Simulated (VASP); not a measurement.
An input for Ansatz (written as the equivalent of a VASP run, and not itself run):

Ansatz 0.2 input:
```yaml
crystal:
  lattice:
    - [1.3696075, -2.3722295, 0.0000000]
    - [1.3696075, 2.3722295, 0.0000000]
    - [0.0000000, 0.0000000, 4.3136994]
  atoms:
    - { symbol: Os, position: [0.3333330, 0.6666670, 0.2500000] }
    - { symbol: Os, position: [0.6666670, 0.3333330, 0.7500000] }
kpoints:
  mp_grid: { grid: [14, 14, 8] }
hamiltonian:
  xc: r2scan
  pseudopotentials: { kind: paw }
scf:
  occupations: { method: methfessel_paxton, width: 0.1 }
  max_iter: 100
relax:
  max_steps: 40
  f_tol: 0.01
  cell: { p_target: 1 }
output: { forces: true, stress: true, eigenvalues: true }
```

**Question.** Translate this input to VASP (INCAR, KPOINTS, POSCAR, choice of POTCAR).

**Answer.** Several could match; the one computed here: 
### POSCAR
```
Os
1
    1.3696075480    -2.3722295031     0.0000000000
    1.3696075480     2.3722295031    -0.0000000000
    0.0000000000     0.0000000000     4.3136994239
Os
2
Direct
  0.3333330000   0.6666670000   0.2500000000
  0.6666670000   0.3333330000   0.7500000000
```

**INCAR**
```
SYSTEM=Os
PREC=Accurate; ENCUT=480; LREAL=.FALSE.
LASPH=.TRUE.
EDIFF=1E-7; NELM=100; ALGO=Normal
LMAXMIX=6; LMIXTAU=.TRUE.
ISMEAR=1; SIGMA=0.1
METAGGA=R2SCAN
IBRION=2; NSW=40; ISIF=3
EDIFFG=-0.01; PSTRESS=10
LWAVE=.FALSE.; LCHARG=.FALSE.
```

File KPOINTS:
```
Automatic mesh
0
Gamma
14 14 8
0 0 0
```

POTCAR, in this order: Os (PBE.64 set). Program: vasp_std.

What does not carry over: each code has its own PAW files, so the cut-off isn't converted (ENCUT is set for VASP's; basis.ecutwfc is left out, and Ansatz then takes the one that its files recommend); Ansatz stops its SCF on the density residual and VASP on the energy change (EDIFF).

The compound is Os in the hcp structure. It was relaxed first under an external pressure of 1 GPa.
